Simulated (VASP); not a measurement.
# FAlSeH2 in VASP: notebook

One molecule, FAlSeH2, is run at these levels: PBE+TS, PBE, B3LYP+D3(BJ), PBE0+D4; tasks: atomic charges, electron localisation function, single point.

Program: VASP 6.6.1. These are calculated values, not measurements. Logs are shortened: lines on timing, memory, paths and dates and some standing lists are left out, and cuts for length are marked.

**1. The molecule as given**

The cell holds a molecule in a box, 5 atoms: a = 12.000 Å, b = 13.000 Å, c = 13.000 Å, α = 90.00°, β = 90.00°, γ = 90.00°.

**2. Atomic charges, PBE+TS**

The input, INCAR:

```
ALGO     = Normal         # electronic algorithm
EDIFF    = 1E-7           # SCF threshold, eV
ENCUT    = 520            # plane-wave cutoff, eV
GGA      = PE             # functional
ISIF     = 2              # what is computed and relaxed
ISMEAR   = 0              # smearing method
IVDW     = 2              # dispersion correction
LASPH    = T              # aspherical terms in the spheres
LCHARG   = T              # write CHGCAR
LELF     = T              # ELF
LORBIT   = 11             # projections on sites
LREAL    = F              # projectors in reciprocal space
LVACPOTAV= T            
LVHAR    = T            
LWAVE    = F              # write WAVECAR
NELM     = 100            # most SCF steps
PREC     = Accurate       # precision mode
SIGMA    = 0.01           # smearing width, eV
```

The input, KPOINTS:

```
k-points
0
Gamma
  1 1 1
```

The input, POSCAR:

```
AlH2SeF
1.0
   12.0000000000      0.0000000000      0.0000000000
    0.0000000000     13.0000000000      0.0000000000
    0.0000000000      0.0000000000     13.0000000000
F Al Se H
1 1 1 2
Direct
    0.4051041700      0.4549846200      0.6203846200
    0.4737625000      0.4686230800      0.5115769200
    0.5537958300      0.6272461500      0.4844461500
    0.4810291700      0.3759846200      0.4343692300
    0.5970625000      0.5915000000      0.3848461500
```

Potentials or basis: VASP PAW PBE potentials, release 64 (F, Al, Se, H).

On the command line:

```sh
> cat potpaw_PBE.64/F/POTCAR potpaw_PBE.64/Al/POTCAR potpaw_PBE.64/Se/POTCAR potpaw_PBE.64/H/POTCAR > POTCAR
> mpirun -np 1 vasp_gam > vasp.out
```

OUTCAR:

```text
EDIFF = 1E-7
   ENCUT = 520
   GGA = PE
   ISIF = 2
   ISMEAR = 0
   IVDW = 2
   LASPH = T
   LORBIT = 11
   LREAL = F
   NELM = 100
   PREC = Accurate
  IVDW =   2

 ion  position               nearest neighbor table
   1  0.405  0.455  0.620-   2 1.65
   2  0.474  0.469  0.512-   4 1.57   1 1.65   3 2.30
   3  0.554  0.627  0.484-   5 1.47   2 2.30
   4  0.481  0.376  0.434-   2 1.57
   5  0.597  0.592  0.385-   3 1.47

  LATTYP: Found a simple tetragonal cell.
 ALAT       =    13.0000000000
 C/A-ratio  =     0.9230769231

  Lattice vectors:

 A1 = (   0.0000000000,  13.0000000000,   0.0000000000)
 A2 = (   0.0000000000,   0.0000000000,  13.0000000000)
 A3 = (  12.0000000000,   0.0000000000,   0.0000000000)

Analysis of symmetry for initial positions (statically):
=====================================================================
 Subroutine PRICEL returns:
 Original cell was already a primitive cell.

 Routine SETGRP: Setting up the symmetry group for a
 simple tetragonal supercell.

 Subroutine GETGRP returns: Found  1 space group operations
 (whereof  1 operations were pure point group operations)
 out of a pool of 16 trial point group operations.

The static configuration has the point symmetry C_1 .

Analysis of symmetry for dynamics (positions and initial velocities):
=====================================================================
 Subroutine PRICEL returns:
 Original cell was already a primitive cell.

 Routine SETGRP: Setting up the symmetry group for a
 simple tetragonal supercell.

 Subroutine GETGRP returns: Found  1 space group operations
 (whereof  1 operations were pure point group operations)
 out of a pool of 16 trial point group operations.

The dynamic configuration has the point symmetry C_1 .

 Subroutine INISYM returns: Found  1 space group operations
 (whereof  1 operations are pure point group operations),
 and found     1 'primitive' translations

----------------------------------------------------------------------------------------

                                     Primitive cell

  volume of cell :    2028.0000

  direct lattice vectors                    reciprocal lattice vectors
    12.000000000  0.000000000  0.000000000     0.083333333  0.000000000  0.000000000
     0.000000000 13.000000000  0.000000000     0.000000000  0.076923077  0.000000000
     0.000000000  0.000000000 13.000000000     0.000000000  0.000000000  0.076923077

  length of vectors
    12.000000000 13.000000000 13.000000000     0.083333333  0.076923077  0.076923077

  position of ions in fractional coordinates (direct lattice)
     0.405104170  0.454984620  0.620384620
     0.473762500  0.468623080  0.511576920
     0.553795830  0.627246150  0.484446150
     0.481029170  0.375984620  0.434369230
     0.597062500  0.591500000  0.384846150

  ion indices of the primitive-cell ions
   primitive index   ion index
                 1           1
                 2           2
                 3           3
                 4           4
                 5           5

----------------------------------------------------------------------------------------

 KPOINTS: k-points

Automatic generation of k-mesh.
 Grid dimensions read from file:
 generate k-points for:    1    1    1

 Generating k-lattice:

  Cartesian coordinates                     Fractional coordinates (reciprocal lattice)
     0.083333333  0.000000000  0.000000000     1.000000000  0.000000000  0.000000000
     0.000000000  0.076923077  0.000000000     0.000000000  1.000000000  0.000000000
     0.000000000  0.000000000  0.076923077     0.000000000  0.000000000  1.000000000

  Length of vectors
     0.083333333  0.076923077  0.076923077

  Shift w.r.t. Gamma in fractional coordinates (k-lattice)
     0.000000000  0.000000000  0.000000000

 Subroutine IBZKPT returns following result:
 ===========================================

 Found      1 irreducible k-points:

 Following reciprocal coordinates:
            Coordinates               Weight
  0.000000  0.000000  0.000000      1.000000
   k-points           NKPTS =      1   k-points in BZ     NKDIM =      1   number of bands    NBANDS=     13
   number of dos      NEDOS =    301   number of ions     NIONS =      5
   total plane-waves  NPLWV = 864360
   dimension x,y,z NGX =    90 NGY =   98 NGZ =   98
   dimension x,y,z NGXF=   180 NGYF=  196 NGZF=  196
   ions per type =               1   1   1   2
   NGX,Y,Z   is equivalent  to a cutoff of  12.47, 12.53, 12.53 a.u.
   NGXF,Y,Z  is equivalent  to a cutoff of  24.94, 25.06, 25.06 a.u.
 SYSTEM =  unknown system
   PREC   = accura    normal or accurate (medium, high low for compatibility)
   ISTART =      0    job   : 0-new  1-cont  2-samecut
   ICHARG =      2    charge: 1-file 2-atom 10-const
   ISPIN  =      1    spin polarized calculation?
   LNONCOLLINEAR =      F non collinear calculations
   LSORBIT =      F    spin-orbit coupling
   LASPH  =      T    aspherical Exc in radial PAW
   ENCUT  =  520.0 eV  38.22 Ry    6.18 a.u.  22.31 24.17 24.17*2*pi/ulx,y,z
   NELM   =    100;   NELMIN=  2; NELMDL= -5     # of ELM steps
   EDIFF  = 0.1E-06   stopping-criterion for ELM
   LREAL  =      F    real-space projection
   EDIFFG = 0.1E-05   stopping-criterion for IOM
   NSW    =      0    number of steps for IOM
   IBRION =     -1    ionic relax: 0-MD 1-quasi-New 2-CG
   NFREE  =      0    steps in history (QN), initial steepest desc. (CG)
   ISIF   =      2    stress and relaxation
   ISYM   =      2    0-nonsym 1-usesym 2-fastsym
   POTIM  = 0.5000    time-step for ionic-motion
   TEBEG  =    0.0;   TEEND  =   0.0 temperature during run
   PSTRESS=    0.0 pullay stress
   NELECT =      18.0000    total number of electrons
   NUPDOWN=      -1.0000    fix difference up-down
   EMIN   =  10.00;   EMAX   =-10.00  energy-range for DOS
   EFERMI =   0.00;   METHOD = LEGACY
   ISMEAR =     0;   SIGMA  =   0.01  broadening in eV -4-tet -1-fermi 0-gaus
   EFERMI_NEDOS =   21; number of points for ismear=-14 and -15
   IALGO  =     38    algorithm
   IMIX   =      4    mixing-type and parameters
     AMIX     =   0.40;   BMIX     =  1.00
     AMIX_MAG =   1.60;   BMIX_MAG =  1.00
  volume/ion in A,a.u.               =     405.60      2737.12
  Fermi-wavevector in a.u.,A,eV,Ry     =   0.338956  0.640534  1.563187  0.114891
  Thomas-Fermi vector in A             =   1.241439
   LORBIT       =     11    0 simple, 1 ext, 2 COOP (PROOUT), +10 PAW based schemes
   GGA     = PE    functional components
   LHFCALC =     F    Hartree Fock is set to
   AEXX    =    0.0000 exact exchange contribution
   IVDW    =     2    specifies the selected vdW correction
   LEPSILON=     F    determine dielectric tensor
   LRPA    =     F    only Hartree local field effects (RPA)
 non-spin polarized calculation
 Gauss-broadening in eV      SIGMA  =   0.01
  energy-cutoff  :      520.00
  volume of cell :     2028.00
 maximum number of plane-waves:     27285
 NGX is ok and might be reduce to    90
   NGX = 45   NGY = 49   NGZ = 49

 number of electron      17.9999995 magnetization

 Free energy of the ion-electron system (eV)
  ---------------------------------------------------
  ext. energy  EPLUGINS =         0.00000000
  ---------------------------------------------------
  free energy    TOTEN  =       -19.77827463 eV

  energy without entropy =      -19.77827463  energy(sigma->0) =      -19.77827463

 E-fermi :  -6.1972     XC(G=0):  -0.7026

 val. band max:       -6.2662678490   @ k =   0.0000   0.0000   0.0000
 cond. band min:      -1.5936387204   @ k =   0.0000   0.0000   0.0000
 fundamental gap:      4.6726291287
 Fermi energy:        -6.1971962510

 k-point     1 :       0.0000    0.0000    0.0000
  band No.  band energies     occupation
      1     -28.4507      2.00000
      2     -17.8775      2.00000
      3     -11.0550      2.00000
      4      -9.8359      2.00000
      5      -9.5113      2.00000
      6      -9.2859      2.00000
      7      -8.9220      2.00000
      8      -7.2232      2.00000
      9      -6.2663      2.00000
     10      -1.5936      0.00000
     11      -1.2354      0.00000
     12      -0.8666      0.00000
     13      -0.1713      0.00000

------------------------ aborting loop because EDIFF is reached ----------------------------------------

  Hirshfeld charges:
            ion         q(e)
   ------------------------------
      1     F       -0.27908840
      2     Al       0.48731717
      3     Se      -0.10211353
      4     H       -0.13309193
      5     H        0.02697668

  Tkatchenko/Scheffler method for vdW energy calculation

  Number of pair interactions contributing to vdW energy:    3864

  Edisp (eV):   -0.01870

  FORCE on cell =-STRESS in cart. coord.  units (eV):
  Direction    XX          YY          ZZ          XY          YZ          ZX
  --------------------------------------------------------------------------------------
  -------------------------------------------------------------------------------------
  Total       0.28501     0.45589     1.02371     0.14951     0.08734    -0.55517
  in kB       0.22517     0.36017     0.80876     0.11811     0.06900    -0.43860
  external pressure =        0.46 kB  Pullay stress =        0.00 kB

 VOLUME and BASIS-vectors are now :
 -----------------------------------------------------------------------------
  energy-cutoff  :      520.00
  volume of cell :     2028.00
      direct lattice vectors                 reciprocal lattice vectors
    12.000000000  0.000000000  0.000000000     0.083333333  0.000000000  0.000000000
     0.000000000 13.000000000  0.000000000     0.000000000  0.076923077  0.000000000
     0.000000000  0.000000000 13.000000000     0.000000000  0.000000000  0.076923077

 POSITION                                       TOTAL-FORCE (eV/Angst)
 -----------------------------------------------------------------------------------
      4.86125      5.91480      8.06500        -0.298464     -0.062604      0.510502
      5.68515      6.09210      6.65050         0.230840     -0.015136     -0.438726
      6.64555      8.15420      6.29780        -0.017429      0.283135      0.230629
      5.77235      4.88780      5.64680         0.000958     -0.092469     -0.066241
      7.16475      7.68950      5.00300         0.084095     -0.112927     -0.236165
 -----------------------------------------------------------------------------------
    total drift:                               -0.000946      0.001108     -0.000524

  FREE ENERGIE OF THE ION-ELECTRON SYSTEM (eV)
  ---------------------------------------------------
  free  energy   TOTEN  =       -19.7969738816 eV

  energy  without entropy=      -19.7969738816  energy(sigma->0) =      -19.79697388

 total charge

# of ion       s       p       d       tot
------------------------------------------
    1        1.742   4.382   0.000   6.124
    2        0.417   0.394   0.000   0.812
    3        1.458   2.424   0.043   3.925
    4        0.551   0.007   0.000   0.558
    5        0.527   0.026   0.000   0.554
--------------------------------------------------
tot          4.695   7.235   0.043  11.973
```

Wall time 3.6 min (1 thread of Intel Xeon Platinum 8375C at 2.90GHz (Ice Lake), shared host); peak memory 1.5 GiB.

What came out:

```yaml
Free_energy: -19.7970 eV
Largest_force: 0.595 eV/Å
Gap_between_the_frontier_levels: 4.67 eV
Valence_electrons_inside_the_program's_atomic_spheres: F 6.12; Al 0.81; Se 3.92; H 0.56, 0.55
Hirshfeld_charges: F -0.28; Al +0.49; Se -0.10; H -0.13, +0.03 e
Dispersion_energy_per_atom: -0.004 eV
```

Forces on the atoms (eV/Å):
```
F   -0.298 -0.063  0.511
Al   0.231 -0.015 -0.439
Se  -0.017  0.283  0.231
H    0.001 -0.092 -0.066
H    0.084 -0.113 -0.236
```

**3. Electron localisation function, PBE**

The input, INCAR:

```
ALGO = Normal
EDIFF = 1E-7
ENCUT = 520
GGA = PE
ISIF = 2
ISMEAR = 0
LASPH = T
LCHARG = T
LELF = T
LREAL = F
LWAVE = F
NELM = 60
PREC = Accurate
SIGMA = 0.01
```

KPOINTS is that of step 2.

POSCAR is that of step 2.

Potentials or basis: VASP PAW PBE potentials, release 64 (F, Al, Se, H).

On the command line:

```sh
> cat potpaw_PBE.64/F/POTCAR potpaw_PBE.64/Al/POTCAR potpaw_PBE.64/Se/POTCAR potpaw_PBE.64/H/POTCAR > POTCAR
> mpirun -np 1 vasp_gam > vasp.out
```

Wall time 2.9 min (1 thread of Intel Xeon Platinum 8375C at 2.90GHz (Ice Lake), shared host); peak memory 1.5 GiB.

Results (log left out):

```
Free energy                     : -19.7783 eV
Largest force                   : 0.582 eV/Å
Gap between the frontier levels : 4.67 eV
```

Forces in eV/Å, atoms in the order of the input:
```
F   -0.291 -0.058  0.501
Al   0.234 -0.012 -0.442
Se  -0.024  0.274  0.236
H   -0.002 -0.092 -0.061
H    0.083 -0.113 -0.234
```

Levels at points of the mesh, in eV from the valence-band top:
| k point | band 7 | band 8 | band 9 | band 10 | band 11 | band 12 |
| --- | --- | --- | --- | --- | --- | --- |
| (0.00, 0.00, 0.00) | -2.66 | -0.96 | 0.00 | 4.67 | 5.03 | 5.40 |

(Continued in part 2 of 2.)
